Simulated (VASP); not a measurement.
# LuPb: structure and properties in VASP, part 2 of 2

What structure does LuPb take at this level, and what are its properties? The cell is invented: it takes the structure of a Materials Project entry for SbPb (space group 225 there), with some of its atoms replaced by other elements, volume scaled by an estimate. It may not be a known or stable phase.

VASP 6.6.1, plane waves and PAW; the level of theory is named at each step.

Still holding for the runs below: The data set Lu_3 holds the 4f electrons frozen in the core, so no f bands or f moments appear. This run has no spin polarisation. Its electron count is odd, so without a moment it is a metal by construction. The k-mesh is coarse for a metal.

So far. Step 12 (Volume scan with PBE, volume scale 1.02): The run ends at a pressure of -0.97 GPa.

The structure was built from a prototype and need not be the compound's stable phase.

**13. Volume scan with PBE, volume scale 1.04**

Input file INCAR:

```
SYSTEM = LuPb
PREC = Accurate
ENCUT = 400
EDIFF = 1E-06
NELM = 100
ISMEAR = 1
SIGMA = 0.2
LREAL = .FALSE.
ALGO = Normal
GGA = PE
LORBIT = 11
LWAVE = .FALSE.
LCHARG = .FALSE.
ISIF = 2
```

Input file POSCAR:

```
LuPb
1.0
    0.0000000000      3.1417502945      3.1417502945
    3.1417502945      0.0000000000      3.1417502945
    3.1417502945      3.1417502945      0.0000000000
Pb Lu
1 1
Direct
    0.0000000000      0.0000000000      0.0000000000
    0.5000000000      0.5000000000      0.5000000000
```

Input file KPOINTS:

```
Automatic mesh
0
Gamma
6 6 6
0 0 0
```

PAW data sets: Pb_d and Lu_3 (PBE family, release 64).

The run is started by

```bash
> mpirun -np 1 vasp_std
```

Elapsed: 5.8 s, on 1 MPI rank of Intel Xeon 6975P-C (Granite Rapids), shared host; peak memory 0.17 GiB.

The pressure falls from -0.97 to -1.83 GPa.

The run ends at a pressure of -1.83 GPa.

**14. Volume scan with PBE, volume scale 1.06**

A prediction first. A least-squares parabola for the 6 pressures of evenly scaled cells so far, P = 0.01 -51.4 t +115 t² GPa with t = ln(V/V₁) and V₁ the volume at scale 1, gives -2.59 GPa at t = +0.0583.

INCAR is that of step 13.

Input file POSCAR:

```
LuPb
1.0
    0.0000000000      3.1617619824      3.1617619824
    3.1617619824      0.0000000000      3.1617619824
    3.1617619824      3.1617619824      0.0000000000
Pb Lu
1 1
Direct
    0.0000000000      0.0000000000      0.0000000000
    0.5000000000      0.5000000000      0.5000000000
```

KPOINTS is that of step 13.

The run is started by

```bash
> mpirun -np 1 vasp_std
```

The job ended after 6 s (1 MPI rank; peak memory 0.16 GiB).

The pressure falls from -1.83 to -2.61 GPa. The parabola predicted -2.59 GPa, +0.02 GPa off.

**15. The series together**

Times are for 1 MPI rank of Intel Xeon 6975P-C (Granite Rapids), shared host. The runs compared:

| no. | volume scale | energy above the lowest point (meV/atom) | pressure (GPa) | time | memory (GiB) |
| --- | --- | --- | --- | --- | --- |
| 1 | 0.94 | 19.67 | 3.634 | 4.8 s | 0.15 |
| 2 | 0.96 | 8.5 | 2.288 | 4.4 s | 0.15 |
| 3 | 0.98 | 2.11 | 1.085 | 4.8 s | 0.16 |
| 4 | 1 | 0 | 0.02807 | 5.4 s | 0.17 |
| 5 | 1.02 | 1.7 | -0.9660 | 5.8 s | 0.16 |
| 6 | 1.04 | 6.87 | -1.832 | 5.8 s | 0.17 |
| 7 | 1.06 | 15.12 | -2.615 | 6 s | 0.16 |

**16. Fit for PBE**

This step: Birch-Murnaghan fit, PBE; plane waves and PAW; invented cell (VASP 6.6.1).

This step runs nothing: it gathers the runs above.

Numbers from this step:

```
pressure derivative of the bulk modulus : 4.413
r.m.s. error of the fit                 : 4.48e-6 eV/atom
minimum inside the sampled range        : yes
bulk modulus                            : 51.31 GPa
equilibrium volume of the fit           : 29.84 Å³/atom
```

The energy above the fitted minimum by volume:

| volume (Å³/atom) | energy above the fitted minimum (eV/atom) |
| --- | --- |
| 28.03 | 0.0197 |
| 28.63 | 0.00851 |
| 29.22 | 0.00212 |
| 29.82 | 9.8e-6 |
| 30.41 | 0.00171 |
| 31.01 | 0.00688 |
| 31.61 | 0.0151 |

The fit over cells of fixed shape and fractional positions puts the volume +0.07 % from the relaxed one.

**17. Bands along the symmetry lines (PBE + SOC)**

This step: PBE, spin-orbit coupling, 4f electrons in the core; plane waves and PAW (Pb_d, Lu_3); invented cell (VASP 6.6.1).

The mesh alone shows little of the dispersion and can miss band extrema, so KPOINTS_OPT adds a path through the symmetry points after the self-consistent cycle. Spin-orbit coupling needs spinors and the noncollinear program, where each band holds one electron.

Edit INCAR of step 14 so:

```diff
@@ -10,2 +10,8 @@
 GGA = PE
+LNONCOLLINEAR = .TRUE.
+MAGMOM = 0 0 0 0 0 0
+NBANDS = 34
+GGA_COMPAT = .FALSE.
+LASPH = .TRUE.
+LSORBIT = .TRUE.
 LORBIT = 11
@@ -13,2 +19 @@
 LCHARG = .FALSE.
-ISIF = 2
```

Input file POSCAR:

```
LuPb
1.0
    0.0000000000      3.1009437238      3.1009437238
    3.1009437238      0.0000000000      3.1009437238
    3.1009437238      3.1009437238      0.0000000000
Pb Lu
1 1
Direct
    0.0000000000      0.0000000000      0.0000000000
    0.5000000000      0.5000000000      0.5000000000
```

Input file KPOINTS:

```
Automatic mesh
0
Gamma
5 5 5
0 0 0
```

Input file KPOINTS_OPT:

```
Line mode
16
Line-mode
Reciprocal
  0.00000000   0.00000000   0.00000000 GAMMA
  0.50000000   0.00000000   0.50000000 X

  0.50000000   0.00000000   0.50000000 X
  0.50000000   0.25000000   0.75000000 W

  0.50000000   0.25000000   0.75000000 W
  0.37500000   0.37500000   0.75000000 K

  0.37500000   0.37500000   0.75000000 K
  0.00000000   0.00000000   0.00000000 GAMMA

  0.00000000   0.00000000   0.00000000 GAMMA
  0.50000000   0.50000000   0.50000000 L

  0.50000000   0.50000000   0.50000000 L
  0.62500000   0.25000000   0.62500000 U

  0.62500000   0.25000000   0.62500000 U
  0.50000000   0.25000000   0.75000000 W

  0.50000000   0.25000000   0.75000000 W
  0.50000000   0.50000000   0.50000000 L

  0.50000000   0.50000000   0.50000000 L
  0.37500000   0.37500000   0.75000000 K

  0.62500000   0.25000000   0.62500000 U
  0.50000000   0.00000000   0.50000000 X
```

The run is started by

```bash
> mpirun -np 1 vasp_ncl
```

Wall time 3.5 min (1 MPI rank); peak memory 0.28 GiB.

LASPH is on here and off in scalar runs of this session, so a comparison with those holds both changes.

This step gave:

```
bands                   : 34
irreducible k-points    : 10
free energy (TOTEN)     : -9.413 eV
energy at zero smearing : -9.409 eV
Fermi energy            : 4.593 eV
pressure                : -0.1606 GPa
```

On-site spin-orbit energy by atom:

| atom | on-site spin-orbit energy (eV) |
| --- | --- |
| Pb1 | -1.27 |
| Lu2 | -0.68 |

Electronic bands along the path, in eV, zero at the Fermi level; # counts the bands kept in this run:

| point | #3 | #4 | #5 | #6 | #7 | #8 | #9 | #10 |
| --- | --- | --- | --- | --- | --- | --- | --- | --- |
| Γ | 1.17 | 1.17 | 1.72 | 1.72 | 1.72 | 1.72 | 1.97 | 1.97 |
| 0.53 of the way | -2.00 | -2.00 | 0.15 | 0.15 | 0.80 | 0.80 | 1.01 | 1.01 |
| X | -2.35 | -2.35 | -0.11 | -0.11 | 0.29 | 0.29 | 0.98 | 0.98 |
| 0.53 of the way | -2.23 | -2.23 | -1.19 | -1.19 | -0.65 | -0.65 | 1.87 | 1.87 |
| W | -2.16 | -2.16 | -1.51 | -1.51 | -1.38 | -1.38 | 2.78 | 2.78 |
| 0.47 of the way | -2.28 | -2.28 | -1.76 | -1.76 | -0.78 | -0.78 | 2.15 | 2.15 |
| K | -2.37 | -2.37 | -1.87 | -1.87 | -0.16 | -0.16 | 1.50 | 1.50 |
| 0.47 of the way | -2.39 | -2.39 | -0.70 | -0.70 | -0.13 | -0.13 | 2.41 | 2.41 |
| Γ | 1.17 | 1.17 | 1.72 | 1.72 | 1.72 | 1.72 | 1.97 | 1.97 |
| 0.47 of the way | -1.53 | -1.53 | 0.06 | 0.06 | 0.54 | 0.54 | 2.25 | 2.25 |
| L | -4.01 | -4.01 | -0.95 | -0.95 | -0.41 | -0.41 | 3.06 | 3.06 |
| 0.53 of the way | -3.44 | -3.44 | -1.29 | -1.29 | -0.43 | -0.43 | 2.43 | 2.43 |
| U | -2.37 | -2.37 | -1.87 | -1.87 | -0.16 | -0.16 | 1.50 | 1.50 |
| 0.47 of the way | -2.30 | -2.30 | -1.78 | -1.78 | -0.67 | -0.67 | 2.03 | 2.03 |
| W | -2.16 | -2.16 | -1.51 | -1.51 | -1.38 | -1.38 | 2.78 | 2.78 |
| 0.47 of the way | -3.26 | -3.26 | -1.34 | -1.34 | -0.54 | -0.54 | 2.50 | 2.50 |
| L | -4.01 | -4.01 | -0.95 | -0.95 | -0.41 | -0.41 | 3.06 | 3.06 |
| 0.47 of the way | -3.57 | -3.57 | -1.20 | -1.20 | -0.45 | -0.45 | 2.58 | 2.58 |
| K | -2.37 | -2.37 | -1.87 | -1.87 | -0.16 | -0.16 | 1.50 | 1.50 |
| jump to U | -2.37 | -2.37 | -1.87 | -1.87 | -0.16 | -0.16 | 1.50 | 1.50 |
| 0.47 of the way | -2.29 | -2.29 | -1.05 | -1.05 | 0.21 | 0.21 | 1.02 | 1.02 |
| X | -2.35 | -2.35 | -0.11 | -0.11 | 0.29 | 0.29 | 0.98 | 0.98 |

Of the projections kept (Pb, Lu), the largest for each band there, as a share of the weight inside these atoms' spheres; weight between the spheres isn't counted:

| point | #3 | #4 | #5 | #6 | #7 | #8 | #9 | #10 |
| --- | --- | --- | --- | --- | --- | --- | --- | --- |
| Γ | Pb 0.82 | Pb 0.82 | Lu 0.94 | Lu 0.94 | Lu 0.94 | Lu 0.94 | Lu 0.94 | Lu 0.94 |
| X | Pb 0.51 | Pb 0.51 | Pb 0.59 | Pb 0.59 | Lu 0.90 | Lu 0.90 | Pb 0.59 | Pb 0.59 |
| W | Pb 0.52 | Pb 0.52 | Lu 0.58 | Lu 0.58 | Lu 0.60 | Lu 0.60 | Lu 0.89 | Lu 0.89 |
| K | Pb 0.50 | Pb 0.50 | Lu 0.58 | Lu 0.58 | Lu 0.54 | Lu 0.54 | Lu 0.89 | Lu 0.89 |
| Γ | Pb 0.82 | Pb 0.82 | Lu 0.94 | Lu 0.94 | Lu 0.94 | Lu 0.94 | Lu 0.94 | Lu 0.94 |
| L | Lu 0.58 | Lu 0.58 | Lu 0.56 | Lu 0.56 | Lu 0.64 | Lu 0.64 | Lu 0.99 | Lu 0.99 |

There is no gap at this level.

**18. Bands along the symmetry lines (PBE) with a changed input**

This step: PBE, 4f electrons in the core; plane waves and PAW (Pb_d, Lu_3); invented cell (VASP 6.6.1).

Levels along the symmetry lines show where the bands peak and cross; KPOINTS_OPT computes them in the converged potential. Some settings are moved from the usual, to see what they do.

Input file INCAR:

```
SYSTEM = LuPb
PREC = Accurate
ENCUT = 400
EDIFF = 1E-06
NELM = 100
ISMEAR = 1
SIGMA = 0.2
LREAL = On
ALGO = Normal
GGA = PE
LORBIT = 11
LWAVE = .FALSE.
LCHARG = .FALSE.
```

POSCAR is that of step 17.

Input file KPOINTS:

```
Automatic mesh
0
Gamma
6 6 6
0 0 0
```

KPOINTS_OPT is that of step 17.

The run is started by

```bash
> mpirun -np 1 vasp_std
```

Elapsed: 51 s, on 1 MPI rank; peak memory 0.17 GiB.

The run converged; its settings lie outside those of the reference runs, so its numbers are set aside.

Against the sound run on this cell (band structure (PBE)) the energy at zero smearing moves by +951.4 meV an atom and the pressure by -4.91 GPa.

Settings moved from the usual: LREAL = On.

**19. Summary of results**

```
relaxed volume                            : 29.82 Å³/atom
relaxed conventional cell a, b, c         : 6.202, 6.202, 6.202 Å
space group after relaxing, within 0.02 Å : Fm-3m (No. 225)
band gap                                  : none, a metal
DOS at the Fermi level                    : 1.86 states/eV/cell
bulk modulus from the fit                 : 51.3 GPa
volume from the fit                       : 29.8 Å³/atom
band gap (PBE + SOC)                      : none, a metal
```

In words: With PBE, LuPb relaxes to 29.82 Å³/atom in space group Fm-3m (held by the symmetry of the run), comes out as a metal and has a bulk modulus of 51.3 GPa. Band structure (PBE): Of the bands kept, 3 cross the Fermi level on this path. Bands along the symmetry lines (PBE + SOC): Of the bands kept, 6 cross the Fermi level on this path (spinor bands, one electron each). LASPH was switched on together with spin-orbit coupling, so shifts put down to the coupling hold both changes, and that of the mesh where it differs. The k-sampling is coarse for a metal, so the Fermi level, pressures and the shape of the cell carry errors. With an odd electron count and no spin the cell is a metal by construction. No search among competing phases was made. All values are for a static lattice at zero temperature.

[Lines on the potential files, build, host, timing and source positions are cut from VASP's logs without a mark.]

[Logs are printed without paths, hosts, clocks, repeated set-up lines and the standing remarks that a program may print on its own settings, such as how far it seeks lower states.]

[Hosts, paths, dates, database ids (printed as entryN), source tags and the programs' standing remarks are cut or masked in the printed files.]

[A measured line is paired with the nearest computed mode of its activity, which favours agreement.]

[In band tables of VASP the shares of atoms and orbitals are scaled to a sum of 1 inside the atoms' spheres.]
